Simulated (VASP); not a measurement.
All values below come from RPBE GGA, VASP's PBE PAW potentials (set 64) (plane waves; VASP).

A VASP calculation is set up with these files.

**INCAR**
```
ISMEAR = 1   ! Methfessel-Paxton
SIGMA = 0.1   ! width (eV)
ENCUT = 520
ISIF = 2
LCHARG = .False.
PREC = Accurate
SYSTEM = AuAl2
LMAXMIX = 6   ! l cut-off of mixed one-centre charges
LASPH = .True.   ! aspherical one-centre terms
LREAL = .False.   ! projection in real space or not
ALGO = Normal
EDIFF = 1E-7   ! SCF stop (eV)
LWAVE = .False.
NELM = 100   ! most electronic steps
GGA = RP   ! RPBE
```

**KPOINTS**
```
Automatic mesh
0
G
9 9 9
```

POSCAR:
```
AuAl2
1
    0.0000000000     3.0160796953     3.0160796953
    3.0160796953     0.0000000000     3.0160796953
    3.0160796953     3.0160796953     0.0000000000
Al Au
2 1
Direct
  0.2500000000   0.2500000000   0.2500000000
  0.7500000000   0.7500000000   0.7500000000
  0.0000000000   0.0000000000   0.0000000000
```

POTCAR, in this order: Al Au (PBE.64 set). Program: vasp_std.

Q: What will the output report for the number of irreducible k-points (NKPTS), largest plane-wave count, number of space-group operations, FFT grid (NGX, NGY, NGZ)?

A: 
```
Quantity                                       Value
--------------------------------------  ------------
number of irreducible k-points (NKPTS)            35
largest plane-wave count                        1486
number of space-group operations                  48
FFT grid (NGX, NGY, NGZ)                32 × 32 × 32
```

The compound is AuAl2 in the fluorite structure. This cell is one point of a volume scan, at 0.97 of the reference volume. The electron count is odd and the run is not spin-polarised, which forces a metal.
